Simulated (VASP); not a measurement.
Write the native input for VASP 6.6.1 that does the following.

```yaml
Task: single point
Functional: PBEsol
Potentials_or_basis: VASP PAW PBE potentials, release 64 (Ag, Pd, S)
Cutoff: 520 eV
k_mesh: 6 × 6 × 4
Occupations: gaussian, width 0.1 eV
Spin: no spin polarisation
Dipole_correction: no
Further_INCAR_settings: ALGO = Fast; EDIFF = 1e-06; NBANDS = 24
```

The structure of AgPdS2 lies in POSCAR:

```
AgPdS2
1.0
    3.4600399865      0.0000000000      0.0000000000
    0.0000000000      3.9108449628      0.0000000000
    0.0000000000      0.0000000000      6.2464586308
Ag Pd S
1 1 2
Direct
    0.5000000000      0.5000000000      0.5000000000
    0.0000000000      0.0000000000      0.0000000000
    0.5000000000      0.0000000000      0.2616889647
    0.5000000000      0.0000000000      0.7383110353
```

The cell comes from a database or a generator and needn't be the stable form of this composition.

The cell isn't the ideal one: O replaced by S, lengths x 1.112, strained and moved within the space group.

One way to write it, as run:

INCAR

```
  PREC = Accurate
  ENCUT = 520
  EDIFF = 1E-6
  ISMEAR = 0
  SIGMA = 0.1
  LREAL = F
  LASPH = T
  NELM = 100
  ALGO = Fast
  ISIF = 2
  LWAVE = F
  LCHARG = T
  GGA = PS
  LELF = T
  LVHAR = T
  NBANDS = 24
```

KPOINTS

```
Automatic mesh
0
Gamma
  6 6 4
```

Potentials or basis: VASP PAW PBE potentials, release 64 (Ag, Pd, S).

The run is started by

```sh
$ cat potpaw_PBE.64/Ag/POTCAR potpaw_PBE.64/Pd/POTCAR potpaw_PBE.64/S/POTCAR > POTCAR
$ mpirun -np 1 vasp_std > vasp.out
```

Results of the run:

```json
{
 "Pressure": "-4.1 GPa",
 "Largest force": "1.337 eV/Å",
 "Band gap on the k mesh": "none (metal or under the smearing width)"
}
```

Caveat: the PAW data sets were made with another functional, which shifts forces and pressure a little.

Wall time 37 s on 1 thread of Intel(R) Xeon(R) 6975P-C (Granite Rapids), on a shared host, peak memory 0.26 GiB.
